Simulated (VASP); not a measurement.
Level of theory: PBEsol GGA, VASP's PBE PAW potentials (set 64) (plane waves; VASP).

A VASP calculation is set up with these files.

### POSCAR
```
As
7.3607280
  0.5000000000  -0.2554095193   0.0000000000
  0.5000000000   0.2554095193   0.0000000000
  0.3695319267   0.0000000000   0.4227057432
As
2
Cart
  0.3108837474   0.0000000000   0.0959542037
  1.0586481794   0.0000000000   0.3267515395
```

INCAR:
```
! general
SYSTEM  = As
PREC    = Accurate
ENCUT   = 300
LREAL   = F
LASPH   = T   ! aspherical one-centre terms

! electronic loop
EDIFF   = 1E-6   ! SCF stop (eV)
NELM    = 100   ! most electronic steps
ALGO    = Normal   ! blocked Davidson
LMAXMIX = 4   ! l cut-off of mixed one-centre charges

! smearing
ISMEAR  = -1
SIGMA   = 0.05   ! width (eV)

! functional
GGA     = PS   ! PBEsol

! ions
ISIF    = 2   ! forces and stress, cell fixed

! output
LWAVE   = F
LCHARG  = F
```

File KPOINTS:
```
Automatic mesh
0
Gamma
7 7 7
```

POTCAR, in this order: As (PBE.64 set). Program: vasp_std.

Question: What will the output report for the number of irreducible k-points (NKPTS), largest plane-wave count, number of space-group operations, FFT grid (NGX, NGY, NGZ)?

Answer: 
| Quantity | Result |
|---|---|
| number of irreducible k-points (NKPTS) | 44 |
| largest plane-wave count | 519 |
| number of space-group operations | 12 |
| FFT grid (NGX, NGY, NGZ) | 24 × 24 × 24 |

The structure is a typed As crystal (R-3m). The cell was not relaxed at this level. The run is one of a series of settings (GGA = PS against the base run), some of them coarse on purpose.
